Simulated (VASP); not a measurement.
Computed with vdW-DF-cx, VASP's PBE PAW potentials (set 64) (plane waves; VASP).

A VASP calculation is set up with these files.

File POSCAR:
```
NaF
1.0
  0.0000000000   2.3383881624   2.3383881624
  2.3383881624   0.0000000000   2.3383881624
  2.3383881624   2.3383881624   0.0000000000
Na F
1 1
Direct
  0.0000000000   0.0000000000   0.0000000000
  0.5000000000   0.5000000000   0.5000000000
```

### KPOINTS
```
k-points along high-symmetry lines
15
Line-mode
Reciprocal
  0.000000   0.000000   0.000000 ! GAMMA
  0.500000   0.000000   0.500000 ! X

  0.500000   0.000000   0.500000 ! X
  0.625000   0.250000   0.625000 ! U

  0.375000   0.375000   0.750000 ! K
  0.000000   0.000000   0.000000 ! GAMMA

  0.000000   0.000000   0.000000 ! GAMMA
  0.500000   0.500000   0.500000 ! L

  0.500000   0.500000   0.500000 ! L
  0.500000   0.250000   0.750000 ! W

  0.500000   0.250000   0.750000 ! W
  0.500000   0.000000   0.500000 ! X
```

**INCAR**
```
SYSTEM=NaF
PREC=Accurate; ENCUT=520; LREAL=.FALSE.
LASPH=.TRUE.; ICHARG=11
EDIFF=1E-7; NELM=100; ALGO=Normal
ISMEAR=0; SIGMA=0.05
GGA=CX; LUSE_VDW=.TRUE.; AGGAC=0.0
LWAVE=.FALSE.; LCHARG=.FALSE.; LORBIT=11
```

POTCAR, in this order: Na_pv F (PBE.64 set). Program: vasp_std. Read from the step before: CHGCAR.

Output

### OUTCAR
```
 ion  position               nearest neighbor table
   1  0.000  0.000  0.000-   2 2.34   2 2.34   2 2.34   2 2.34   2 2.34   2 2.34
   2  0.500  0.500  0.500-   1 2.34   1 2.34   1 2.34   1 2.34   1 2.34   1 2.34
  LATTYP: Found a face centered cubic cell.
 ALAT       =     4.6767763248
 Subroutine PRICEL returns:
 Original cell was already a primitive cell.
 Subroutine GETGRP returns: Found 48 space group operations
The static configuration has the point symmetry O_h .
The dynamic configuration has the point symmetry O_h .
 Subroutine INISYM returns: Found 48 space group operations
   k-points           NKPTS =     90   k-points in BZ     NKDIM =     90   number of bands    NBANDS=     11
   number of dos      NEDOS =    301   number of ions     NIONS =      2
   total plane-waves  NPLWV =  21952
   dimension x,y,z NGX =    28 NGY =   28 NGZ =   28
   dimension x,y,z NGXF=    56 NGYF=   56 NGZF=   56
   ions per type =               1   1
   PREC   = accura    normal or accurate (medium, high low for compatibility)
   ISTART =      0    job   : 0-new  1-cont  2-samecut
   ICHARG =     11    charge: 1-file 2-atom 10-const
   ISPIN  =      1    spin polarized calculation?
   LNONCOLLINEAR =      F non collinear calculations
   LSORBIT =      F    spin-orbit coupling
   INIWAV =      1    electr: 0-lowe 1-rand  2-diag
   ENCUT  =  520.0 eV  38.22 Ry    6.18 a.u.   6.15  6.15  6.15*2*pi/ulx,y,z
   NELM   =    100;   NELMIN=  2; NELMDL= -5     # of ELM steps
   EDIFF  = 0.1E-06   stopping-criterion for ELM
   LREAL  =      F    real-space projection
   NLSPLINE    = F    spline interpolate recip. space projectors
   LMAXMIX     =    2 max onsite mixed and CHGCAR
   VOSKOWN=      0    Vosko Wilk Nusair interpolation
   EDIFFG = 0.1E-05   stopping-criterion for IOM
   NSW    =      0    number of steps for IOM
   NBLOCK =      1;   KBLOCK =      1    inner block; outer block
   IBRION =     -1    ionic relax: 0-MD 1-quasi-New 2-CG
   NFREE  =      0    steps in history (QN), initial steepest desc. (CG)
   ISIF   =      2    stress and relaxation
   ISYM   =      2    0-nonsym 1-usesym 2-fastsym
   TEIN   =    0.0    initial temperature
   TEBEG  =    0.0;   TEEND  =   0.0 temperature during run
...
```

File OSZICAR:
```
       N       E                     dE             d eps       ncg     rms          rms(c)
DAV:   1     0.111897110265E+03    0.11190E+03   -0.83931E+03  2018   0.157E+03
DAV:   2     0.166246718645E+01   -0.11023E+03   -0.10199E+03  2207   0.359E+02
DAV:   3    -0.408746603604E+01   -0.57499E+01   -0.57304E+01  2256   0.840E+01
DAV:   4    -0.414602999649E+01   -0.58564E-01   -0.58551E-01  2159   0.923E+00
DAV:   5    -0.414667971026E+01   -0.64971E-03   -0.64970E-03  2244   0.984E-01
DAV:   6    -0.414669129168E+01   -0.11581E-04   -0.11581E-04  2154   0.133E-01
DAV:   7    -0.414669155061E+01   -0.25893E-06   -0.25895E-06  2277   0.193E-02
DAV:   8    -0.414669155667E+01   -0.60627E-08   -0.60373E-08  1730   0.301E-03
   1 F= -.41466916E+01 E0= -.41466916E+01  d E =-.296788E-20
```

File OUTCAR:
```
 val. band max:       -2.2272627024   @ k =   0.0000   0.0000   0.0000

 cond. band min:       4.1838706642   @ k =   0.0000   0.0000   0.0000



 k-point     1 :       0.0000    0.0000    0.0000
  band No.  band energies     occupation
      1     -21.2171      2.00000
      2     -21.1822      2.00000
      3     -21.1822      2.00000
      4     -21.1822      2.00000
      5      -2.2273      2.00000
      6      -2.2273      2.00000
      7      -2.2273      2.00000
      8       4.1839      0.00000
      9      16.7373      0.00000
     10      16.7373      0.00000
     11      16.7373      0.00000

 k-point     2 :       0.0357    0.0000    0.0357
  band No.  band energies     occupation
      1     -21.2980      2.00000
      2     -21.1828      2.00000
      3     -21.1828      2.00000
      4     -21.0980      2.00000
      5      -2.2578      2.00000
      6      -2.2327      2.00000
      7      -2.2326      2.00000
      8       4.2447      0.00000
      9      16.4672      0.00000
     10      16.7469      0.00000
     11      16.7469      0.00000

 k-point     3 :       0.0714    0.0000    0.0714
  band No.  band energies     occupation
      1     -21.3871      2.00000
      2     -21.1845      2.00000
      3     -21.1845      2.00000
      4     -21.0006      2.00000
      5      -2.3441      2.00000
      6      -2.2485      2.00000
      7      -2.2485      2.00000
      8       4.4218      0.00000
      9      15.8767      0.00000
     10      16.7748      0.00000
     11      16.7749      0.00000

 k-point     4 :       0.1071    0.0000    0.1071
  band No.  band energies     occupation
      1     -21.4652      2.00000
      2     -21.1873      2.00000
      3     -21.1873      2.00000
      4     -20.9095      2.00000
      5      -2.4726      2.00000
      6      -2.2736      2.00000
      7      -2.2736      2.00000
      8       4.7025      0.00000
      9      15.2058      0.00000
     10      16.8190      0.00000
...
```

The density is held fixed in this step, so its total energy and stress have no physical meaning.

The compound is NaF in the rock salt structure. It was relaxed first.
